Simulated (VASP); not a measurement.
Input:

```xyz
3
Lattice="-1.9003 1.9003 4.6511 1.9003 -1.9003 4.6511 1.9003 1.9003 -4.6511" Properties=species:S:1:pos:R:3 pbc="T T T"
La     0.0000     0.0000     0.0000
Ge     0.0000     0.0000     3.1191
Ge     0.0000     0.0000     6.1832
```

Method: PBE GGA, VASP's PBE PAW potentials (set 64) (plane waves; VASP). Numerical set-up: 300 eV cut-off, 7×7×7 Γ-centred mesh, Fermi-Dirac smearing of 0.050 eV, potentials La Ge_d.

At this cut-off the stress carries a Pulay error, which pulls relaxed volumes low.

Question: The ions, cell shape and volume are relaxed. Give the cell that the relaxation ends in.

Answer: 
```xyz
3
Lattice="-1.8114 1.8114 5.1753 1.8114 -1.8114 5.1753 1.8114 1.8114 -5.1753" Properties=species:S:1:pos:R:3 pbc="T T T"
La     0.0000     0.0000     0.0000
Ge     0.0000     0.0000     3.0931
Ge     0.0000     0.0000     7.2575
```
Space group I4/mmm (139), at a tolerance of 0.03 Å.

Question: How do energy and volume change from the first to the last step?

Answer: The energy (σ→0) changes by -261.4 meV/atom and the volume by +1.1 %, in 20 ionic steps.

The structure was generated: LaGe2 was put into an ordered model structure, which need not be its known phase. This run relaxes it. Symmetry was kept, so distortions that lower it aren't found. The k-mesh is coarse (spacing up to 0.35 per Å, 2π included), so the numbers may not be converged in it. The run is one of a series of settings (EDIFFG = -0.01, IBRION = 2, ISIF = 3, NSW = 50 against the base run), some of them coarse on purpose. The electron count is odd and the run is not spin-polarised, which forces a metal.
